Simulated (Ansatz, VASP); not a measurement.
# Cross-check of Cu (Cu wire along [110], 17 atoms a period) between VASP and Ansatz, part 3 of 3

One calculation is typed for both programs; each brings its own data sets. How far apart do they land? Of the first pair: The structure shown is the start of the Ansatz relaxation below; VASP solves that cell, so the two are compared at the walk's first step.

VASP 6.6.1 and Ansatz 0.2.0.

So far. Step 4 (Side by side): The forces differ by 15 meV/Å r.m.s., which is 7.1 % of the r.m.s. force of 0.206 eV/Å (both taken over all components).

### Step 6. Ansatz: relaxation, PBE

Level of this step: Ansatz beside VASP: Kohn-Sham DFT, plane waves, PBE (Ansatz).

This run makes the geometry at which the two programs are then compared. The cell compared in this pair holds 510.21 Å³, against 523.29 Å³ for the pair before.

The structure compared here is the end of the Ansatz relaxation.

Contents of input.yaml:

```yaml
crystal:
  lattice:
    - [14.06, 0.0, 0.0]
    - [0.0, 14.5, 0.0]
    - [0.0, 0.0, 2.5667976157]
  atoms:
    - { symbol: Cu, position: [0.241820768, 0.322993021, 0.0] }
    - { symbol: Cu, position: [0.241820768, 0.500013546, 0.0] }
    - { symbol: Cu, position: [0.5, 0.322993021, 0.0] }
    - { symbol: Cu, position: [0.5, 0.500013546, 0.0] }
    - { symbol: Cu, position: [0.758179232, 0.322993021, 0.0] }
    - { symbol: Cu, position: [0.758179232, 0.500013546, 0.0] }
    - { symbol: Cu, position: [0.370910384, 0.234482759, 0.5] }
    - { symbol: Cu, position: [0.370910384, 0.411503284, 0.5] }
    - { symbol: Cu, position: [0.370910384, 0.588523809, 0.5] }
    - { symbol: Cu, position: [0.370910384, 0.765544334, 0.5] }
    - { symbol: Cu, position: [0.629089616, 0.234482759, 0.5] }
    - { symbol: Cu, position: [0.629089616, 0.411503284, 0.5] }
    - { symbol: Cu, position: [0.629089616, 0.588523809, 0.5] }
    - { symbol: Cu, position: [0.629089616, 0.765544334, 0.5] }
    - { symbol: Cu, position: [0.241820768, 0.677034072, 0.0] }
    - { symbol: Cu, position: [0.5, 0.677034072, 0.0] }
    - { symbol: Cu, position: [0.758179232, 0.677034072, 0.0] }
kpoints:
  mp_grid: { grid: [1, 1, 32] }
scf:
  occupations: { method: fermi_dirac, width: 0.05 }
hamiltonian:
  xc: pbe
  pseudopotentials: { kind: paw, azcp: { folder: soft_1 } }
relax:
  cell: { fix: [a, b, alpha, beta, gamma] }
  max_steps: 45
  f_tol: 0.03
```

Launch:

```bash
> ansatz run input.yaml --threads 4 --pin off --max-ram 16384MiB --backend cpu --events-out ev --progress --plain --runs-dir out
```

Numbers of over 12 decimals in the logs are rounded to 6 here.

Output:

```text
[...]
Crystal: 17 atoms, lattice volume = 523.293 Å³
Basis set: ecut = 420 eV, 10255 PW (Γ), exchange–correlation on 192×200×36 points (8 copies of the dense FFT grid, shifted against one another)
Bands: 194, of which v1, the nominal top of the filled ones, is band 162 counted from 1 (161 counted from 0)
Symmetry: 8 space group operations
[...]
k-points: 17 of 32
[...]
- { symbol: Cu, position: [0.755490, 0.327422, 0] }
    - { symbol: Cu, position: [0.759955, 0.500014, 0] }
    - { symbol: Cu, position: [0.369636, 0.241046, 0.500000] }
    - { symbol: Cu, position: [0.370020, 0.413309, 0.500000] }
[...]
- { symbol: Cu, position: [0.630364, 0.758981, 0.500000] }
    - { symbol: Cu, position: [0.244510, 0.672605, 0] }
    - { symbol: Cu, position: [0.500000, 0.679592, 0.0] }
    - { symbol: Cu, position: [0.755490, 0.672605, 0] }
[key lines of the parts left out:]
SCF converged after 10 iterations
Free energy (F): -112619.959324 eV
Fermi energy:    3.862212 eV
P = ⅓ Tr σ = 0.0408 GPa (0.408 kbar)
```

### Step 7. VASP: single point, PBE, relaxed cell, pair 2

The same cell, functional, mesh and smearing now go to VASP, with its own data sets.

Contents of INCAR:

```
SYSTEM = Cu
PREC = Accurate
ENCUT = 600
EDIFF = 1E-06
NELM = 120
ISMEAR = -1
SIGMA = 0.05
LREAL = .FALSE.
ALGO = Normal
GGA = PE
NBANDS = 115
LASPH = .TRUE.
LORBIT = 11
LWAVE = .FALSE.
LCHARG = .FALSE.
ISIF = 2
GGA_COMPAT = .FALSE.
KPAR = 4
```

Contents of POSCAR:

```
Cu
1.0
   14.0600000000      0.0000000000      0.0000000000
    0.0000000000     14.5000000000      0.0000000000
    0.0000000000      0.0000000000      2.5026045899
Cu
17
Direct
    0.2445100758      0.3274221111      0.0000000000
    0.2400453959      0.5000135464      0.0000000000
    0.5000000000      0.3204355527      0.0000000000
    0.5000000000      0.5000135464      0.0000000000
    0.7554899242      0.3274221111      0.0000000000
    0.7599546041      0.5000135464      0.0000000000
    0.3696363666      0.2410457607      0.5000000000
    0.3700197609      0.4133091383      0.5000000000
    0.3700197609      0.5867179545      0.5000000000
    0.3696363666      0.7589813321      0.5000000000
    0.6303636334      0.2410457607      0.5000000000
    0.6299802391      0.4133091383      0.5000000000
    0.6299802391      0.5867179545      0.5000000000
    0.6303636334      0.7589813321      0.5000000000
    0.2445100758      0.6726049817      0.0000000000
    0.5000000000      0.6795915401      0.0000000000
    0.7554899242      0.6726049817      0.0000000000
```

Contents of KPOINTS:

```
Automatic mesh
0
Gamma
1 1 32
0 0 0
```

The projector-augmented-wave data sets are Cu (PBE family, release 64).

Launch:

```bash
> mpirun -np 4 vasp_std
```

Output:

```text
[banner, memory and clock lines left out]
running    4 mpi-ranks, on    1 nodes
[...]
[... a notice as in an earlier step ...]

 LDA part: xc-table for (Slater+PW92), standard interpolation
 POSCAR, INCAR and KPOINTS ok, starting setup
[...]
entering main loop
       N       E                     dE             d eps       ncg     rms          rms(c)
DAV:   1     0.181234387675E+04    0.18123E+04   -0.85231E+04  3910   0.232E+03
DAV:   2     0.196072258389E+03   -0.16163E+04   -0.15679E+04  3910   0.475E+02
DAV:   3    -0.529901696069E+02   -0.24906E+03   -0.22533E+03  3910   0.232E+02
DAV:   4    -0.673375226186E+02   -0.14347E+02   -0.13911E+02  4428   0.762E+01
[...]
DAV:  23    -0.553864550114E+02   -0.10050E-04   -0.89307E-06  4265   0.337E-02    0.528E-03
DAV:  24    -0.553864568854E+02   -0.18741E-05   -0.31699E-06  2846   0.227E-02    0.136E-03
DAV:  25    -0.553864562350E+02    0.65043E-06   -0.78185E-07  2660   0.805E-03
   1 F= -.55386456E+02 E0= -.55362199E+02  d E =-.485152E-01
```

OUTCAR, selected parts (step 7):

```text
  Total        0.7406321      0.7469117      0.8301032      0.0000000      0.0000000      0.0000000
  in kB        2.3257741      2.3454936      2.6067365      0.0000000      0.0000000      0.0000000
  external PRESSURE =       2.4260014 kB  Pullay stress =       0.0000000 kB

 POSITION                                       TOTAL-FORCE (eV/Angst)
 -----------------------------------------------------------------------------------
      3.43781      4.74762      0.00000        -0.034489     -0.012652      0.000000
      3.37504      7.25020      0.00000        -0.030291     -0.000000      0.000000
      7.03000      4.64632      0.00000         0.000000      0.000391      0.000000
      7.03000      7.25020      0.00000         0.000000     -0.000000      0.000000
     10.62219      4.74762      0.00000         0.034489     -0.012652     -0.000000
     10.68496      7.25020      0.00000         0.030291     -0.000000      0.000000
      5.19709      3.49516      1.25130        -0.001006     -0.037392      0.000000
      5.20248      5.99298      1.25130         0.003395      0.001373      0.000000
      5.20248      8.50741      1.25130         0.003395     -0.001373     -0.000000
      5.19709     11.00523      1.25130        -0.001006      0.037392      0.000000
      8.86291      3.49516      1.25130         0.001006     -0.037392     -0.000000
      8.85752      5.99298      1.25130        -0.003395      0.001373     -0.000000
      8.85752      8.50741      1.25130        -0.003395     -0.001373      0.000000
      8.86291     11.00523      1.25130         0.001006      0.037392     -0.000000
[...]
-----------------------------------------------------------------------------------
    total drift:                                0.000000     -0.000008      0.000000

  FREE ENERGIE OF THE ION-ELECTRON SYSTEM (eV)
  ---------------------------------------------------
  free  energy   TOTEN  =       -55.3864562350 eV

  energy  without entropy=      -55.3379410759  energy(sigma->0) =      -55.36219866

[... 1 part as in an earlier step ...]

[... 2 further parts left out ...]
[key lines of the parts left out:]
E-fermi :   0.4312
```

### Step 8. Comparison

What differs besides the data sets and the points named for the pairs above, as far as they apply: the data sets hold 323 valence electrons in Ansatz (on its PAW soft_1 files) and 187 in VASP; the cutoff is 420 eV in Ansatz and 600 eV in VASP; Ansatz's pressure holds a Pulay correction, VASP's none. Total energies have different zeros and are not compared.

Compared:

```
      quantity  Ansatz  VASP  difference
pressure (GPa)    0.04  0.24       -0.20
```

At this near-relaxed geometry the largest component of a force difference is 38 meV/Å.

### Step 9. Results

```
r.m.s. force difference (single point, PBE, start cell, pair 1)   : 7.1 % of the r.m.s. force
r.m.s. force difference (single point, PBE, relaxed cell, pair 2) : 16 meV/Å
```

The r.m.s. force difference is 7.1 % of the r.m.s. force (single point, PBE, start cell, pair 1), beyond the 3 % picked in this series as the mark of a large difference. The data sets hold unlike numbers of valence electrons (323 in Ansatz and 187 in VASP), so part of the differences comes from the potentials. Single point, PBE, start cell, pair 1, VASP with the data sets Cu_sv_GW and a cutoff of 610 eV: r.m.s. force difference goes from 15 to 0.56 meV/Å. What causes the difference of the single point, PBE, relaxed cell, pair 2 pair stays open here. Such differences can come from data sets, numerical settings and the points named under the comparisons, not from the functional's error against experiment.

[Lines on the potential files, build, host, timing and source positions are cut from VASP's logs without a mark.]

[Logs are printed without paths, hosts, clocks, repeated set-up lines and the standing remarks that a program may print on its own settings, such as how far it seeks lower states.]

[Hosts, paths, dates, database ids (printed as entryN), source tags and the programs' standing remarks are cut or masked in the printed files.]
